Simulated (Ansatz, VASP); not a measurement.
## MoS2 in two plane-wave programs

One calculation is typed for both programs; each brings its own data sets. How far apart do they land? Of the first pair: The structure shown is the start of the Ansatz relaxation below; VASP solves that cell, so the two are compared at the walk's first step.

Program: Ansatz 0.2.0. Level of theory: plane waves, with VASP 6.6.1 beside it; single point at LDA. Results are calculated unless marked as measured.

### Step 1. The structure

The cell holds 3 atoms: 1 Mo and 2 S. Its edges and angles: a = 3.169 Å, b = 3.169 Å, c = 30.061 Å, α = 90.0°, β = 90.0°, γ = 120.0°. As first built, before any earlier steps moved the atoms (in the runner's words): one layer cut from the layered crystal. Vacuum lies along c. The height across the vacuum is the one that the program set for its solve, not the one typed.

### Step 2. Ansatz: relaxation, LDA

Ansatz runs on its default PAW (the set named soft_2) files.

The two programs are compared at the cell with which this relaxation starts, whose forces are those of its first step.

The input, input.yaml:

```yaml
crystal:
  lattice:
    - [3.1689999973, 0.0, 0.0]
    - [-1.5844999987, 2.7444345023, 0.0]
    - [0.0, 0.0, 19.130296]
  atoms:
    - { symbol: Mo, position: [0.0, 0.0, 0.5] }
    - { symbol: S, position: [0.6666666667, 0.3333333333, 0.41818485] }
    - { symbol: S, position: [0.6666666667, 0.3333333333, 0.58181515] }
  periodic: [true, true, false]
kpoints:
  mp_grid: { grid: [8, 8, 1] }
scf:
  occupations: { method: fermi_dirac, width: 0.05 }
hamiltonian:
  xc: lda
output:
  forces: true
  stress: true
relax:
  f_tol: 0.02
  max_steps: 50
  cell: {}
```

Command:

```
> ansatz run input.yaml --threads 1 --pin off --max-ram 5120MiB --backend cpu --events-out ev --progress --plain --runs-dir out
```

Numbers of over 12 decimals in the logs are rounded to 6 here.

Output:

```text
Warning: crystal.periodic: the lattice vector that does not repeat stood 0.000° off the slab's normal, 19.130 Å along it as the deck builds it. The run solves the slab on a vector along the normal, 30.061 Å long, with every atom where it was (on the deck's vector they left 16.00 Å outside them, and the widest stretch free of ions among them is 1.57 Å). A fractional position that the run reports is one of the run's ce [...]
crystal.periodic: the lattice vector that does not repeat stood 0.000° off the slab's normal, 19.130 Å along it as the deck builds it. The run solves the slab on a vector along the normal, 30.061 Å long, with every atom where it was (on the deck's vector they left 16.00 Å outside them, and the widest stretch free of ions among them is 1.57 Å). A fractional position that the run reports is one of the run's cell, which [...]
Engine: ansatz 0.2.0, aarch64-unknown-linux-gnu
Pseudopotentials: kind: paw
Pseudopotential: Mo, paw, valence charge 14, recommended cutoff 420 eV (normal), Mo.paw.azcp
Pseudopotential: S, paw, valence charge 6, recommended cutoff 420 eV (normal), S.paw.azcp
Functional definition: SPW92
  exchange = slater_x
  correlation = pw_c
Crystal: 3 atoms, lattice volume = 261.440 Å³
Basis set: ecut = 420 eV, 5093 PW (Γ)
Bands: 17, of which v1, the nominal top of the filled ones, is band 13 counted from 1 (12 counted from 0)
Symmetry: 12 space group operations
Space group: P-6m2 (ITA 187), of the structure as read, at distance tolerance 6.4e-5 Å
k-points: 10 of 64 (time reversal used)
Non-local potential: Mo, projectors of the file, l = 0: 3, l = 1: 2, l = 2: 2, l = 3: 1
Non-local potential: S, projectors of the file, l = 0: 2, l = 1: 2, l = 2: 2
PAW form: soft (Blöchl's): semilocal exchange-correlation on the pseudo side does not see the compensation charge
PAW frozen core: Mo, regenerated for the run's functional, and the local potential with it (the file was generated under x = pbe(κ = 0.804, μ = 0.219515), c = pbe(β = 0.066725))
PAW frozen core: S, regenerated for the run's functional, and the local potential with it (the file was generated under x = pbe(κ = 0.804, μ = 0.219515), c = pbe(β = 0.066725))
PAW one-centre angular grid: Mo, 590 points (default); XC on 64 Gauss nodes
PAW one-centre angular grid: S, 110 points (default); XC on 64 Gauss nodes
Initial density: superposition of atomic densities (neutral atoms: chi_scale 0, normalization atom), corrected by the library's trained network
Initial wavefunctions: pseudopotential atomic-orbital guess
Functional: x = slater, c = lda
SCF iter   1: F=—  HF=-6584.737362 eV  |F-HF|=—  |Δ(HF+E_count)|=         —  Δρ=3.66e-3  dr2=3.41e-2  ethr=1.77e-3  ⟨swp⟩=14.5  Hψ=1677  notcnv=0
preconditioner: auto → none  [insulator: Δε(μ)=1.891 eV  Ē_g=8.000 eV  σ=0.050 eV  W_gap=1.00  n_scr=16 (ndim 8)  ℏωp=9.7 eV  f_vac=0.766  D(μ)=0.00/eV (n_scr^D=0)  ε∞_Penn≈2.5]
SCF iter   2: F=—  HF=-6584.756409 eV  |F-HF|=—  |Δ(HF+E_count)|=   1.90e-2  Δρ=4.33e-3  dr2=1.43e-1  ethr=1.31e-4  ⟨swp⟩=4.3  Hψ=510  notcnv=0
SCF iter   3: F=—  HF=-6584.737641 eV  |F-HF|=—  |Δ(HF+E_count)|=   1.88e-2  Δρ=1.54e-3  dr2=6.37e-3  ethr=1.31e-4  ⟨swp⟩=3.0  Hψ=337  notcnv=0
SCF iter   4: F=—  HF=-6584.737926 eV  |F-HF|=—  |Δ(HF+E_count)|=   2.86e-4  Δρ=2.59e-4  dr2=1.57e-4  ethr=2.45e-5  ⟨swp⟩=2.4  Hψ=300  notcnv=0
SCF iter   5: F=—  HF=-6584.737954 eV  |F-HF|=—  |Δ(HF+E_count)|=   2.79e-5  Δρ=4.70e-5  dr2=3.40e-6  ethr=6.03e-7  ⟨swp⟩=3.5  Hψ=410  notcnv=0
SCF iter   6: F=—  HF=-6584.737944 eV  |F-HF|=—  |Δ(HF+E_count)|=   1.04e-5  Δρ=1.47e-5  dr2=3.08e-7  ethr=1.31e-8  ⟨swp⟩=3.6  Hψ=377  notcnv=0
SCF iter   7: F=-6584.737944 eV  HF=-6584.737944 eV  |F-HF|=1.55e-10  |Δ(HF+E_count)|=   1.53e-7  Δρ=3.27e-6  dr2=1.16e-8  ethr=3.85e-10  ⟨swp⟩=7.1  Hψ=863  notcnv=0
SCF 1 converged in 7 iterations: F = -6584.737944 eV  dr2 = 1.16e-8
  greatest PAW one-centre occupation: 0.999 electrons in one spin orbital (limit 2), on the Mo atom at site 0 (counted from 0), in its partial waves of l = 0
relax step   1: F+E_penalty+E_count = -6584.73794412 eV  Δ(F+E_penalty+E_count) = +0.000e0 eV  max|allowed force component| = 5.581e-1 eV/Å  Δτ_max = 0.0000 Å  P = -3.753 N/m  Ω = 261.440 Å³  fix = [c, alpha, beta]  reactions: c -0.000 N/m  (7 SCF iters, dr2 threshold 1.00e-7 eV, accepted)
[...]
relax step   2: F+E_penalty+E_count = -6584.77682577 eV  Δ(F+E_penalty+E_count) = -3.888e-2 eV  max|allowed force component| = 7.892e-2 eV/Å  Δτ_max = 0.0145 Å  P = +0.464 N/m  Ω = 252.584 Å³  energy of the carried Pulay correction = +1.495e-4 eV  fix = [c, alpha, beta]  reactions: c +0.000 N/m  (6 SCF iters, dr2 threshold 3.00e-7 eV, accepted)
[...]
relax step   3: F+E_penalty+E_count = -6584.77737100 eV  Δ(F+E_penalty+E_count) = -5.452e-4 eV  max|allowed force component| = 1.021e-2 eV/Å  Δτ_max = 0.0026 Å  P = -0.024 N/m  Ω = 253.419 Å³  energy of the carried Pulay correction = +1.352e-4 eV  fix = [c, alpha, beta]  reactions: c -0.000 N/m  (6 SCF iters, dr2 threshold 3.00e-7 eV, accepted)
[...]
relax step   4: F+E_penalty+E_count = -6584.77724958 eV  Δ(F+E_penalty+E_count) = +1.214e-4 eV  max|allowed force component| = 1.013e-2 eV/Å  Δτ_max = 0.0000 Å  P = -0.025 N/m  Ω = 253.419 Å³  fix = [c, alpha, beta]  reactions: c -0.000 N/m  stress off target by 2.48e-2 N/m on what of the cell is left free  SCF on the basis re-selected at this cell (its energy is not comparable with the rows above)  (6 SCF iters)
basis re-selected at this cell: Δ(F+E_penalty+E_count) = +1.214e-4 eV, ΔP = -0.001 N/m vs the last step (what re-selecting the basis moved, of the pressure what is left beyond the Pulay correction that the steps carried, after the strain that the cell walked since its last selection, with what the two solves' SCF thresholds leave and, on support functions, any second-order correction that the steps lacked; it is no m [...]
SCF converged after 6 iterations
Free energy (F): -6584.777250 eV
Harris-Foulkes:  -6584.777250 eV  (|F-HF|=6.37e-11)
Internal energy: -6584.777250 eV  (E = F + TS)
E sigma→0 (E₀):  -6584.777250 eV
Fermi energy:    -5.222066 eV
--- Per-component energies (eV) ---
  E_band       = -581.589202
  E_kinetic    = 659.532029
  E_local      = -46006.282790  (includes V_loc(G=0)·N_el)
  E_nonlocal   = 206.356014
  E_hartree    = 22561.629714
  E_xc         = -376.576194
  E_vxc        = -406.257797  (∫ρ·V_xc dr)
  E_paw        = -4226.890097  (= ΣΔE_a)
  E_vpaw       = -158.195783  (= ΣTr[D̂ρ^β])
  E_aug_tail   = 0.000021  (compensation charges beyond the density's cutoff)
  E_ewald      = 20596.674842
  E_core_change = 0.779211  (= ΣΔE_core)
  E_smearing   = -0.000000  (= −TS)
  E_closure    = 0.000000  (closes the sum)
  Σ components = -6584.777250   (vs F -6584.777250, Δ=0.00e0)
--- Forces (eV/Å), atoms counted from 1 ---
  atom   1  Mo     0.00000000     0.00000000     0.00000000
  atom   2  S     -0.00000000    -0.00000000     0.01013077
  atom   3  S     -0.00000000    -0.00000000    -0.01013077
  max |Σ_I F_I| component: 3.70e-17 eV/Å
--- 2D stress c σ (N/m, compression-positive) ---
       -0.024816      -0.000000       0.000000
       -0.000000      -0.024816      -0.000000
        0.000000      -0.000000      -0.000000
  P = ½ c Tr σ = -0.0248 N/m
--- Relaxed structure (3 steps of the walk, 3 accepted, 1 SCFs on fresh bases) ---
  F+E_penalty+E_count = -6584.77724958 eV   max|allowed force component| = 1.013e-2 eV/Å   (the final SCF, on the basis selected at the relaxed cell)
  cell:  # Å, volume = 253.4188 Å³
    - [3.120005, 2.842122815082091e-11, 0]
    - [-1.560003, 2.702004, 0]
    - [0, 0, 30.060592]
  atoms:
    - { symbol: Mo, position: [-4.1119371285046014e-17, 0, 0.318196] }
    - { symbol: S, position: [0.666667, 0.333333, 0.266524] }
    - { symbol: S, position: [0.666667, 0.333333, 0.369868] }
```

Reading the cycles: dr2 is the Hartree energy of the density residual (eV), the measure of convergence; HF is the Harris–Foulkes estimate of the energy, which meets the free energy F at convergence.

### Step 3. VASP: single point, LDA, start cell, pair 1

The same cell, functional (in two slightly different forms), mesh and smearing now go to VASP, with its own data sets.

Lines of VASP's logs that name or quote its potential files are left out, and so is its time.

The input, INCAR:

```
SYSTEM = MoS2
PREC = Accurate
ENCUT = 400
EDIFF = 1E-06
NELM = 120
ISMEAR = -1
SIGMA = 0.05
LREAL = .FALSE.
ALGO = Normal
GGA = CA
NBANDS = 19
LASPH = .TRUE.
LORBIT = 11
LWAVE = .FALSE.
LCHARG = .FALSE.
ISIF = 2
LDIPOL = .TRUE.
IDIPOL = 3
DIPOL = 0.5 0.5 0.318
LVHAR = .TRUE.
GGA_COMPAT = .FALSE.
EFERMI = MIDGAP
NELMDL = -8
```

The input, POSCAR:

```
MoS2
1.0
    3.1690000000      0.0000000000      0.0000000000
   -1.5845000000      2.7444350000      0.0000000000
    0.0000000000      0.0000000000     30.0605920000
Mo S
1 2
Direct
    0.0000000000      0.0000000000      0.3181955964
    0.6666667274      0.3333334548      0.2661291567
    0.6666667274      0.3333334548      0.3702620361
```

The input, KPOINTS:

```
Automatic mesh
0
Gamma
8 8 1
0 0 0
```

Potentials, in the order of the species: Mo_sv and S (LDA family, release 64).

Command:

```
> mpirun -np 1 vasp_std
```

Output:

```text
[banner, memory and clock lines left out]
running    1 mpi-ranks, on    1 nodes
 distrk:  each k-point on    1 cores,    1 groups
 distr:  one band on    1 cores,    1 groups

 POSCAR found type information on POSCAR MoS
 POSCAR found :  2 types and       3 ions
 LDA part: xc-table for (Slater(with rela. corr.)+CA(PZ))
 , standard interpolation
 POSCAR, INCAR and KPOINTS ok, starting setup
 FFT: planning ... GRIDC
 FFT: planning ... GRID_SOFT
 FFT: planning ... GRID
 WAVECAR not read
 entering main loop
       N       E                     dE             d eps       ncg     rms          rms(c)
DAV:   1     0.134549596414E+03    0.13455E+03   -0.11868E+04   540   0.838E+02
DAV:   2    -0.156056192947E+02   -0.15016E+03   -0.14679E+03   558   0.205E+02
DAV:   3    -0.257209715690E+02   -0.10115E+02   -0.10072E+02   522   0.516E+01
DAV:   4    -0.258540681069E+02   -0.13310E+00   -0.13286E+00   481   0.657E+00
DAV:   5    -0.258573200026E+02   -0.32519E-02   -0.32516E-02   516   0.980E-01
DAV:   6    -0.258574319691E+02   -0.11197E-03   -0.11196E-03   503   0.160E-01
DAV:   7    -0.258574374490E+02   -0.54799E-05   -0.54797E-05   500   0.313E-02
DAV:   8    -0.258574377494E+02   -0.30041E-06   -0.30028E-06   471   0.681E-03    0.243E+01
DAV:   9    -0.247486823596E+02    0.11088E+01   -0.11104E+01   443   0.217E+01    0.849E+00
DAV:  10    -0.245366496674E+02    0.21203E+00   -0.53947E+00   452   0.145E+01    0.623E+00
DAV:  11    -0.243319858203E+02    0.20466E+00   -0.10914E+00   455   0.678E+00    0.132E+00
DAV:  12    -0.243294851812E+02    0.25006E-02   -0.28181E-02   442   0.108E+00    0.583E-01
DAV:  13    -0.243273074394E+02    0.21777E-02   -0.11393E-02   436   0.729E-01    0.939E-02
DAV:  14    -0.243272912544E+02    0.16185E-04   -0.47550E-04   464   0.150E-01    0.520E-02
[...]
DAV:  18    -0.243279961353E+02   -0.13517E-03   -0.32066E-05   429   0.286E-02    0.507E-03
DAV:  19    -0.243281544095E+02   -0.15827E-03   -0.12388E-05   396   0.119E-02    0.460E-03
DAV:  20    -0.243282069293E+02   -0.52520E-04   -0.18064E-06   406   0.395E-03    0.247E-03
DAV:  21    -0.243282301649E+02   -0.23236E-04   -0.11357E-06   359   0.392E-03    0.125E-03
DAV:  22    -0.243282393891E+02   -0.92242E-05   -0.37766E-07   382   0.168E-03    0.128E-03
DAV:  23    -0.243282456624E+02   -0.62733E-05   -0.16339E-07   326   0.150E-03    0.218E-04
DAV:  24    -0.243282499414E+02   -0.42789E-05   -0.15052E-07   333   0.984E-04    0.374E-04
DAV:  25    -0.243282508410E+02   -0.89962E-06   -0.13149E-08   265   0.662E-04
   1 F= -.24328251E+02 E0= -.24328251E+02  d E =-.103028E-08
```

Parts of OUTCAR (step 3):

```text
ion  position               nearest neighbor table
   1  0.000  0.000  0.318-   2 2.41   3 2.41   2 2.41   3 2.41   2 2.41   3 2.41
   2  0.667  0.333  0.266-   1 2.41   1 2.41   1 2.41
   3  0.667  0.333  0.370-   1 2.41   1 2.41   1 2.41

  LATTYP: Found a hexagonal cell.
 ALAT       =     3.1690000000
 C/A-ratio  =     9.4858289681

 Subroutine GETGRP returns: Found 12 space group operations
 (whereof  6 operations were pure point group operations)

The static configuration has the point symmetry C_3v.
 The point group associated with its full space group is D_3h.

 Found     10 irreducible k-points:

   k-points           NKPTS =     10   k-points in BZ     NKDIM =     10   number of bands    NBANDS=     19

   dimension x,y,z NGX =    24 NGY =   24 NGZ =  196
   dimension x,y,z NGXF=    48 NGYF=   48 NGZF=  392

   ENCUT  =  400.0 eV  29.40 Ry    5.42 a.u.   5.17  5.17 49.02*2*pi/ulx,y,z

   NELECT =      26.0000    total number of electrons

 k-points in reciprocal lattice and weights: Automatic mesh
   0.00000000  0.00000000  0.00000000       0.016
   0.12500000 -0.00000000  0.00000000       0.094
   0.25000000 -0.00000000  0.00000000       0.094
   0.37500000  0.00000000  0.00000000       0.094
   0.50000000 -0.00000000  0.00000000       0.047
   0.12500000  0.12500000  0.00000000       0.094
   0.25000000  0.12500000  0.00000000       0.188
   0.37500000  0.12500000  0.00000000       0.188
   0.25000000  0.25000000  0.00000000       0.094
   0.37500000  0.25000000  0.00000000       0.094

 dipolmoment           0.000000      0.000000      0.000008 electrons x Angstroem

 average (electrostatic) potential at core
       1 -85.0783       2 -95.1658       3 -95.1658

 E-fermi :  -2.6364

 k-point     1 :       0.0000    0.0000    0.0000
  band No.  band energies     occupation
    ...
      9      -6.1078      2.00000
     10      -5.3324      2.00000
     11      -4.9899      2.00000
     12      -4.9899      2.00000
     13      -3.5766      2.00000
     14      -0.7241      0.00000
     15      -0.7240      0.00000
     16      -0.4687      0.00000
     17      -0.4687      0.00000
     18       2.0342      0.00000
    ...

 k-point     2 :       0.1250   -0.0000    0.0000
  band No.  band energies     occupation
    ...
      9      -6.1277      2.00000
     10      -5.8651      2.00000
     11      -5.3357      2.00000
     12      -4.5740      2.00000
     13      -3.6997      2.00000
     14      -1.0216      0.00000
     15      -0.9489      0.00000
     16      -0.7156      0.00000
     17      -0.3487      0.00000
     18       2.4421      0.00000
    ...

 k-point     3 :       0.2500   -0.0000    0.0000
  band No.  band energies     occupation
    ...
      9      -7.1188      2.00000
     10      -5.9846      2.00000
     11      -5.2588      2.00000
     12      -4.8334      2.00000
     13      -4.2685      2.00000
     14      -1.3764      0.00000
     15      -1.1354      0.00000
     16      -0.6208      0.00000
     17       0.2999      0.00000
     18       3.2293      0.00000
    ...

  Total       -2.0582055     -2.0582062     -1.7828547      0.0000000      0.0000000      0.0000000
  in kB      -12.6132381    -12.6132426    -10.9258146      0.0000000      0.0000000      0.0000000
  external PRESSURE =     -12.0507651 kB  Pullay stress =       0.0000000 kB

  energy-cutoff  :      400.00
  volume of cell :      261.44
      direct lattice vectors                 reciprocal lattice vectors
     3.169000000  0.000000000  0.000000000     0.315556958  0.182186862  0.000000000
    -1.584500000  2.744435000  0.000000000     0.000000000  0.364373724  0.000000000
     0.000000000  0.000000000 30.060592000     0.000000000  0.000000000  0.033266145

 POSITION                                       TOTAL-FORCE (eV/Angst)
 -----------------------------------------------------------------------------------
      0.00000      0.00000      9.56515         0.000000      0.000000      0.000000
      1.58450      0.91481      8.00000        -0.000000      0.000000      0.539380
      1.58450      0.91481     11.13030        -0.000000     -0.000000     -0.539380
 -----------------------------------------------------------------------------------
    total drift:                                0.000000     -0.000332      0.000103

  FREE ENERGIE OF THE ION-ELECTRON SYSTEM (eV)
  ---------------------------------------------------
  free  energy   TOTEN  =       -24.3282508410 eV

  energy  without entropy=      -24.3282508399  energy(sigma->0) =      -24.32825084

 vacuum level on the upper side and lower side of the slab         2.634         2.634

 total charge
# of ion       s       p       d       tot
------------------------------------------
    1        2.294   6.222   3.965  12.481
    2        1.361   2.327   0.000   3.688
    3        1.361   2.327   0.000   3.688
--------------------------------------------------
tot          5.017  10.875   3.965  19.858

[... 3 further parts left out ...]
```

This run has no spin polarisation, so a moment on Mo, if there is one, isn't seen.

(Part 1 of 2 ends here.)

[Lines on the potential files, build, host, timing and source positions are cut from VASP's logs without a mark.]

[Logs are printed without paths, hosts, clocks, repeated set-up lines and the standing remarks that a program may print on its own settings, such as how far it seeks lower states.]

[Hosts, paths, dates, database ids (printed as entryN), source tags and the programs' standing remarks are cut or masked in the printed files.]
